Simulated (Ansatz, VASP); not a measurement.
**GaSb: VASP beside Ansatz**

Aim: how closely do two programs agree when they are given the same cell, functional and k mesh? The cell is taken from a series of runs on this material, whose earlier steps may have relaxed, scaled, displaced or heated it; both programs get it as it stands.

Program: Ansatz 0.2.0. Level of theory: plane waves, with VASP 6.6.1 beside it; zone-centre phonons at PBEsol. Results are calculated unless marked as measured.

**1. Starting point**

Symmetry: I-4m2, No. 119, tetragonal system. Conventional cell: a = 4.278 Å, b = 4.278 Å, c = 6.167 Å, α = 90.00°, β = 90.00°, γ = 90.00°. Ga has 4 Sb at 2.64 Å nearest. Nearest to Sb lie 4 Ga at 2.64 Å. Farther neighbours are not listed.

Coordinates:

```xyz
2
Lattice="0.0000 3.0252 3.0835 3.0252 0.0000 3.0835 3.0252 3.0252 0.0000" Properties=species:S:1:pos:R:3 pbc="T T T"
Ga    0.0000    0.0000    0.0000
Sb    4.5378    4.5378    4.6253
```

**2. VASP: zone-centre phonons, PBEsol**

Second derivatives magnify differences that forces hide, and they need a tight electronic threshold.

Lines of VASP's logs that name or quote its potential files are left out, and so is its time.

INCAR reads:

```
SYSTEM = GaSb
PREC = Accurate
ENCUT = 500
EDIFF = 1E-08
NELM = 120
ISMEAR = 1
SIGMA = 0.2
LREAL = .FALSE.
ALGO = Normal
GGA = PS
NBANDS = 15
LORBIT = 11
LWAVE = .FALSE.
LCHARG = .FALSE.
ISIF = 2
IBRION = 8
LASPH = .TRUE.
GGA_COMPAT = .FALSE.
KPAR = 2
```

POSCAR reads:

```
GaSb
1.0
    0.0000000000      3.0252106306      3.0835178161
    3.0252106306      0.0000000000      3.0835178161
    3.0252106306      3.0252106306      0.0000000000
Ga Sb
1 1
Direct
    0.0000000000      0.0000000000      0.0000000000
    0.7500000000      0.7500000000      0.7500000000
```

KPOINTS reads:

```
Automatic mesh
0
Gamma
12 12 12
0 0 0
```

The projector-augmented-wave data sets are Ga_d and Sb (PBE family, release 64).

Command:

```console
$ mpirun -np 2 vasp_std
```

Numbers of over 12 decimals in the logs are rounded to 6 here.

The log of the run:

```text
[banner, memory and clock lines left out]
running    2 mpi-ranks, on    1 nodes
 distrk:  each k-point on    1 cores,    2 groups
 distr:  one band on    1 cores,    1 groups

 POSCAR found type information on POSCAR GaSb
 POSCAR found :  2 types and       2 ions
|                                                                             |
|               ----> ADVICE to this user running VASP <----                  |
|                                                                             |
|     You enforced a specific xc type in the INCAR file but a different       |
|     [... a line on the potential file left out ...]
|     I HOPE YOU KNOW WHAT YOU ARE DOING!                                     |
|                                                                             |

 LDA part: xc-table for (Slater+PW92), standard interpolation
 POSCAR, INCAR and KPOINTS ok, starting setup
 FFT: planning ... GRIDC
 FFT: planning ... GRID_SOFT
 FFT: planning ... GRID
 WAVECAR not read
 entering main loop
       N       E                     dE             d eps       ncg     rms          rms(c)
DAV:   1     0.805300827478E+02    0.80530E+02   -0.85528E+03  4938   0.144E+03
DAV:   2    -0.207101251206E+01   -0.82601E+02   -0.79465E+02  5695   0.301E+02
DAV:   3    -0.814289510874E+01   -0.60719E+01   -0.60557E+01  5828   0.671E+01
DAV:   4    -0.825141507510E+01   -0.10852E+00   -0.10850E+00  5988   0.101E+01
DAV:   5    -0.825398012864E+01   -0.25651E-02   -0.25650E-02  6405   0.137E+00    0.318E+00
DAV:   6    -0.817790550098E+01    0.76075E-01   -0.88190E-02  6432   0.530E+00    0.187E+00
DAV:   7    -0.815104588851E+01    0.26860E-01   -0.46195E-02  6115   0.202E+00    0.366E-01
DAV:   8    -0.815109416476E+01   -0.48276E-04   -0.49593E-03  6424   0.893E-01    0.104E-01
DAV:   9    -0.815137141577E+01   -0.27725E-03   -0.45310E-04  5563   0.174E-01    0.385E-02
DAV:  10    -0.815136417068E+01    0.72451E-05   -0.19836E-05  6371   0.396E-02    0.108E-02
DAV:  11    -0.815137349204E+01   -0.93214E-05   -0.12268E-05  5639   0.251E-02    0.453E-03
DAV:  12    -0.815137358899E+01   -0.96943E-07   -0.45107E-07  6430   0.669E-03    0.824E-04
DAV:  13    -0.815137357222E+01    0.16770E-07   -0.44353E-08  5647   0.140E-03    0.522E-04
DAV:  14    -0.815137361456E+01   -0.42341E-07   -0.40403E-09  5063   0.864E-04    0.672E-05
DAV:  15    -0.815137362249E+01   -0.79340E-08   -0.72928E-10  3390   0.344E-04
   1 F= -.81513736E+01 E0= -.81515167E+01  d E =0.429193E-03
 Linear response reoptimize wavefunctions to high precision
DAV:   1    -0.815137361812E+01    0.43733E-08   -0.16630E-10  3866   0.163E-04
DAV:   2    -0.815137361810E+01    0.14552E-10   -0.45787E-11  3089   0.693E-05
 Linear response DOF=           4
 Linear response progress:
  Degree of freedom:   1/  4
       N       E                     dE             d eps       ncg     rms          rms(c)
RMM:   1    -0.165929492208E+00   -0.16593E+00    0.73447E-02 17800   0.809E+00
RMM:   2    -0.164832517317E+00    0.10970E-02   -0.27780E-02 26959   0.136E+00    0.392E-02
RMM:   3    -0.164875435860E+00   -0.42919E-04   -0.34531E-03 27901   0.428E-01    0.265E-02
RMM:   4    -0.164769449375E+00    0.10599E-03   -0.16208E-03 30430   0.200E-01    0.127E-02
RMM:   5    -0.164762899952E+00    0.65494E-05   -0.66721E-05 29612   0.529E-02    0.468E-03
RMM:   6    -0.164770943479E+00   -0.80435E-05   -0.75194E-06 29877   0.219E-02    0.424E-04
RMM:   7    -0.164765431210E+00    0.55123E-05   -0.17595E-06 29139   0.951E-03    0.615E-04
RMM:   8    -0.164768947884E+00   -0.35167E-05   -0.30659E-07 29335   0.437E-03    0.167E-04
RMM:   9    -0.164770544144E+00   -0.15963E-05   -0.14520E-07 29381   0.201E-03    0.792E-05
RMM:  10    -0.164771395418E+00   -0.85127E-06    0.13826E-07 29879   0.101E-03    0.218E-05
RMM:  11    -0.164771445670E+00   -0.50252E-07   -0.17067E-08 29568   0.491E-04    0.111E-05
RMM:  12    -0.164771458200E+00   -0.12530E-07    0.10081E-08 30013   0.251E-04    0.101E-05
RMM:  13    -0.164771579539E+00   -0.12134E-06    0.49847E-08 29156   0.136E-04    0.973E-07
RMM:  14    -0.164771544265E+00    0.35274E-07    0.38229E-08 29013   0.773E-05    0.483E-06
RMM:  15    -0.164771571583E+00   -0.27318E-07    0.31717E-08 29366   0.475E-05    0.175E-06
RMM:  16    -0.164771584625E+00   -0.13042E-07    0.25524E-08 28980   0.326E-05    0.555E-07
RMM:  17    -0.164771588266E+00   -0.36410E-08    0.14807E-08 23818   0.248E-05    0.300E-07
 first order change of Fermi-energy  -0.11682E-04
 force on displaced ion       1 direction 1 :  -8.091   0.000  -0.000
 Linear response progress:
  Degree of freedom:   2/  4
       N       E                     dE             d eps       ncg     rms          rms(c)
RMM:   1    -0.166138511216E+00   -0.16614E+00    0.63314E-02 10468   0.800E+00
RMM:   2    -0.165051752176E+00    0.10868E-02   -0.28444E-02 15701   0.133E+00    0.395E-02
RMM:   3    -0.164966374733E+00    0.85377E-04   -0.31855E-03 16473   0.407E-01    0.273E-02
RMM:   4    -0.164842577281E+00    0.12380E-03   -0.12568E-03 17753   0.185E-01    0.122E-02
RMM:   5    -0.164847288100E+00   -0.47108E-05   -0.58587E-05 17278   0.493E-02    0.435E-03
RMM:   6    -0.164856900980E+00   -0.96129E-05   -0.95953E-06 17290   0.201E-02    0.410E-04
RMM:   7    -0.164854214672E+00    0.26863E-05   -0.19155E-06 16978   0.870E-03    0.496E-04
RMM:   8    -0.164856428267E+00   -0.22136E-05   -0.52011E-07 17064   0.400E-03    0.108E-04
RMM:   9    -0.164857632494E+00   -0.12042E-05   -0.13054E-07 17004   0.185E-03    0.454E-05
RMM:  10    -0.164858166125E+00   -0.53363E-06   -0.30217E-08 17461   0.918E-04    0.179E-05
RMM:  11    -0.164858020700E+00    0.14543E-06   -0.16724E-08 16908   0.446E-04    0.131E-05
RMM:  12    -0.164858062003E+00   -0.41303E-07   -0.24103E-09 17361   0.225E-04    0.114E-05
RMM:  13    -0.164858201025E+00   -0.13902E-06   -0.37387E-09 16841   0.121E-04    0.408E-06
RMM:  14    -0.164858144120E+00    0.56906E-07   -0.30902E-10 16401   0.681E-05    0.432E-06
RMM:  15    -0.164858163875E+00   -0.19755E-07   -0.15532E-09 17398   0.413E-05    0.194E-06
RMM:  16    -0.164858175677E+00   -0.11802E-07   -0.13024E-09 16419   0.279E-05    0.756E-07
RMM:  17    -0.164858175766E+00   -0.88772E-10   -0.42377E-10 12492   0.212E-05    0.933E-07
 first order change of Fermi-energy   0.20815E-04
 force on displaced ion       1 direction 3 :   0.000   0.000  -8.065
 Linear response progress:
  Degree of freedom:   3/  4
       N       E                     dE             d eps       ncg     rms          rms(c)
RMM:   1    -0.283423264401E-01   -0.28342E-01    0.53031E-03 28930   0.137E+00
RMM:   2    -0.256656212663E-01    0.26767E-02   -0.35483E-03 26075   0.383E-01    0.661E-02
RMM:   3    -0.256094718639E-01    0.56149E-04   -0.20131E-04 28760   0.103E-01    0.359E-02
RMM:   4    -0.256583957600E-01   -0.48924E-04   -0.40362E-05 28846   0.444E-02    0.444E-03
RMM:   5    -0.256689291217E-01   -0.10533E-04   -0.57067E-06 30104   0.155E-02    0.279E-03
RMM:   6    -0.256625048277E-01    0.64243E-05   -0.97964E-07 28654   0.524E-03    0.777E-04
RMM:   7    -0.256613787999E-01    0.11260E-05   -0.85404E-08 29870   0.163E-03    0.259E-04
RMM:   8    -0.256606476962E-01    0.73110E-06   -0.13341E-08 28696   0.558E-04    0.685E-05
RMM:   9    -0.256605863216E-01    0.61375E-07    0.18459E-10 29192   0.205E-04    0.177E-05
RMM:  10    -0.256606079384E-01   -0.21617E-07    0.42154E-10 28548   0.815E-05    0.352E-06
RMM:  11    -0.256606058676E-01    0.20708E-08    0.10801E-09 29031   0.292E-05    0.397E-06
 first order change of Fermi-energy   0.49688E-04
 force on displaced ion       2 direction 1 :  -8.132   0.000  -0.000
 Linear response progress:
  Degree of freedom:   4/  4
       N       E                     dE             d eps       ncg     rms          rms(c)
RMM:   1    -0.285730820787E-01   -0.28573E-01    0.40634E-03 16509   0.138E+00
RMM:   2    -0.256600775616E-01    0.29130E-02   -0.36332E-03 15426   0.385E-01    0.670E-02
RMM:   3    -0.256162015347E-01    0.43876E-04   -0.20028E-04 16804   0.102E-01    0.365E-02
RMM:   4    -0.256766810591E-01   -0.60480E-04   -0.39648E-05 16887   0.440E-02    0.434E-03
RMM:   5    -0.256872361362E-01   -0.10555E-04   -0.56260E-06 17653   0.151E-02    0.284E-03
RMM:   6    -0.256794179546E-01    0.78182E-05   -0.80552E-07 16497   0.492E-03    0.545E-04
RMM:   7    -0.256786794359E-01    0.73852E-06   -0.72580E-08 17684   0.156E-03    0.242E-04
RMM:   8    -0.256782550548E-01    0.42438E-06   -0.17043E-08 16660   0.537E-04    0.615E-05
RMM:   9    -0.256782311440E-01    0.23911E-07   -0.20770E-09 17280   0.197E-04    0.224E-05
RMM:  10    -0.256782398550E-01   -0.87110E-08   -0.10910E-09 16701   0.739E-05    0.419E-06
 first order change of Fermi-energy   0.69652E-03
 force on displaced ion       2 direction 3 :   0.000   0.000  -8.082
 Linear response finished
```

OUTCAR, selected parts (step 2):

```text
ion  position               nearest neighbor table
   1  0.000  0.000  0.000-   2 2.64   2 2.64   2 2.64   2 2.64
   2  0.750  0.750  0.750-   1 2.64   1 2.64   1 2.64   1 2.64

  LATTYP: Found a body centered tetragonal cell.
 ALAT       =     4.2782939028
 C/A-ratio  =     1.4414707760

 Subroutine GETGRP returns: Found  8 space group operations
 (whereof  8 operations were pure point group operations)

The static configuration has the point symmetry D_2d.

 Found    163 irreducible k-points:

   k-points           NKPTS =    163   k-points in BZ     NKDIM =    163   number of bands    NBANDS=     15

   dimension x,y,z NGX =    32 NGY =   32 NGZ =   32
   dimension x,y,z NGXF=    64 NGYF=   64 NGZF=   64

   ENCUT  =  500.0 eV  36.75 Ry    6.06 a.u.   7.88  7.88  7.80*2*pi/ulx,y,z

   NELECT =      18.0000    total number of electrons

 k-points in reciprocal lattice and weights: Automatic mesh
   0.00000000  0.00000000  0.00000000       0.001
   0.08333333  0.00000000  0.00000000       0.005
   0.16666667  0.00000000  0.00000000       0.005
   0.25000000  0.00000000  0.00000000       0.005
   0.33333333  0.00000000  0.00000000       0.005
   0.41666667 -0.00000000  0.00000000       0.005
   0.50000000  0.00000000  0.00000000       0.002
   0.08333333  0.08333333  0.00000000       0.001
   0.16666667  0.08333333  0.00000000       0.005
[...]
-0.33333333  0.16666667  0.50000000       0.002
  -0.25000000  0.25000000  0.50000000       0.001

 average (electrostatic) potential at core
       1 -65.4249       2 -87.3602

  Total        0.3364206      0.3364206      0.0300738      0.0000000     -0.0000000     -0.0000000
  in kB        9.5500475      9.5500475      0.8537125      0.0000000     -0.0000000     -0.0000000
  external PRESSURE =       6.6512692 kB  Pullay stress =       0.0000000 kB

  energy-cutoff  :      500.00
  volume of cell :       56.44
      direct lattice vectors                 reciprocal lattice vectors
     0.000000000  3.025210631  3.083517816    -0.165277748  0.165277748  0.162152460
     3.025210631  0.000000000  3.083517816     0.165277748 -0.165277748  0.162152460
     3.025210631  3.025210631  0.000000000     0.165277748  0.165277748 -0.162152460

 POSITION                                       TOTAL-FORCE (eV/Angst)
 -----------------------------------------------------------------------------------
      0.00000      0.00000      0.00000         0.000000      0.000000      0.000000
      4.53782      4.53782      4.62528        -0.000000     -0.000000     -0.000000
 -----------------------------------------------------------------------------------
    total drift:                                0.000000      0.000000     -0.000001

 Eigenvectors and eigenvalues of the dynamical matrix
 ----------------------------------------------------

   1 f  =    6.684695 THz    42.001176 2PiTHz  222.977415 cm-1    27.645664 meV
             X         Y         Z           dx          dy          dz
      0.000000  0.000000  0.000000     0.000000   -0.796674    0.000000
      4.537816  4.537816  4.625277     0.000000    0.604409    0.000000

   2 f  =    6.684695 THz    42.001176 2PiTHz  222.977415 cm-1    27.645664 meV
             X         Y         Z           dx          dy          dz
      0.000000  0.000000  0.000000    -0.796674   -0.000000    0.000000
      4.537816  4.537816  4.625277     0.604409    0.000000    0.000000

   3 f  =    6.670449 THz    41.911670 2PiTHz  222.502243 cm-1    27.586750 meV
             X         Y         Z           dx          dy          dz
      0.000000  0.000000  0.000000     0.000000    0.000000    0.797100
      4.537816  4.537816  4.625277     0.000000    0.000000   -0.603847

   4 f/i=    0.003401 THz     0.021367 2PiTHz    0.113433 cm-1     0.014064 meV
             X         Y         Z           dx          dy          dz
      0.000000  0.000000  0.000000     0.000000    0.000000   -0.603847
      4.537816  4.537816  4.625277     0.000000    0.000000   -0.797100

   5 f/i=    0.008122 THz     0.051033 2PiTHz    0.270924 cm-1     0.033590 meV
             X         Y         Z           dx          dy          dz
      0.000000  0.000000  0.000000     0.387011   -0.464254    0.000000
      4.537816  4.537816  4.625277     0.510122   -0.611936    0.000000

   6 f/i=    0.008122 THz     0.051033 2PiTHz    0.270924 cm-1     0.033590 meV
             X         Y         Z           dx          dy          dz
      0.000000  0.000000  0.000000     0.464254    0.387011    0.000000
      4.537816  4.537816  4.625277     0.611936    0.510122    0.000000

 ELASTIC MODULI CONTR FROM IONIC RELAXATION (kBar)
 Direction    XX          YY          ZZ          XY          YZ          ZX
 --------------------------------------------------------------------------------
 XX           0.0000      0.0000      0.0000      0.0000      0.0000      0.0000
 YY           0.0000      0.0000      0.0000      0.0000      0.0000      0.0000
 ZZ           0.0000      0.0000      0.0000      0.0000      0.0000      0.0000
 XY           0.0000      0.0000      0.0000   -185.3507      0.0000      0.0000
 YZ           0.0000      0.0000      0.0000      0.0000   -189.8364      0.0000
 ZX           0.0000      0.0000      0.0000      0.0000      0.0000   -167.1402
 --------------------------------------------------------------------------------
```

The gap is under twice the smearing width, so the edge states are partly filled and the run can't tell a small gap from a semimetal. Methfessel-Paxton smearing is not meant for a cell with a gap.

[end of part 1 of 2]

[Lines on the potential files, build, host, timing and source positions are cut from VASP's logs without a mark.]

[Logs are printed without paths, hosts, clocks, repeated set-up lines and the standing remarks that a program may print on its own settings, such as how far it seeks lower states.]

[Hosts, paths, dates, database ids (printed as entryN), source tags and the programs' standing remarks are cut or masked in the printed files.]
